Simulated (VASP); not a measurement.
**RbGe2: relaxation of cell and atoms with PBE**

The system is RbGe2.

```
Rb Ge
1.0
     2.87155    1.65789    3.19758
    -2.87155    1.65789    3.19758
     0.00000   -3.31578    3.19758
Rb Ge
1 2
Cartesian
  0.0000 0.0000 4.7964
  0.0000 0.0000 8.3164
  0.0000 0.0000 1.2764
```

The cell was built by a generator and needn't be a form met in nature.

The cell isn't the ideal one: random cell by space group and Wyckoff sites (R-3m, No. 166).

| Quantity | Value |
| --- | --- |
| Program | VASP 6.6.1 |
| Task | relaxation of cell and atoms |
| Functional | PBE |
| Potentials or basis | VASP PAW PBE potentials, release 64 (Rb_sv, Ge_d) |
| Cutoff | 600 eV |
| k mesh | 6 × 6 × 6 |
| Occupations | gaussian, width 0.1 eV |
| Spin | no spin polarisation |
| Dipole correction | no |
| Further INCAR settings | ALGO = Normal; EDIFF = 1e-06; IBRION = 2; EDIFFG = -0.04; NSW = 90; ISIF = 3 |

The relaxed volume is 30.25 Å³/atom and the relaxed cell is a = 4.587 Å, b = 4.587 Å, c = 4.587 Å, α = 77.72°, β = 77.72°, γ = 77.72°. The space group after relaxing (to 0.05 Å) is R-3m (No. 166), the energy gained by relaxing is 3.1 meV/atom and the ionic steps are 5. The pressure after relaxing is 0.2 GPa. The largest force after relaxing is 0.023 eV/Å and the band gap on the k mesh is none (metal or under the smearing width).

Forces in eV/Å, atoms in the order of the input:
```
Rb   0.000  0.000  0.000
Ge   0.000  0.000  0.023
Ge   0.000  0.000 -0.023
```

Step by step:
```tsv
step	energy change (eV)	largest force (eV/Å)	pressure (GPa)	volume (Å³)
1	0.0000	0.2845	-0.39	91.34
2	-0.0087	0.0532	0.06	90.37
3	-0.0087	0.0179	0.27	90.24
4	-0.0087	0.0337	0.20	90.29
5	-0.0094	0.0234	0.17	90.75
```

Final structure:
```xyz
3
Lattice="2.8784 1.6619 3.1619 -2.8784 1.6619 3.1619 0.0000 -3.3237 3.1619" Properties=species:S:1:pos:R:3 pbc="T T T"
Rb    0.0000    0.0000    4.7429
Ge    0.0000    0.0000    8.2407
Ge    0.0000    0.0000    1.2451
```

Levels at points of the mesh, in eV from the Fermi level:
| k point | band 17 | band 18 | band 19 | band 20 | band 21 | band 22 |
| --- | --- | --- | --- | --- | --- | --- |
| (0.00, 0.00, 0.00) | -0.84 | -0.54 | -0.54 | 0.97 | 0.97 | 4.31 |
| (0.50, 0.00, 0.00) | -1.40 | -0.79 | 0.09 | 0.79 | 2.94 | 2.98 |
| (0.50, 0.50, 0.00) | -1.93 | -1.61 | 0.07 | 0.75 | 2.88 | 4.00 |
| (0.50, 0.50, 0.50) | -2.23 | -2.23 | -1.44 | 2.62 | 2.62 | 4.56 |

It took 2.3 min on 1 thread of AMD EPYC 9R14 (Zen 4) (shared host), peak memory 0.26 GiB.
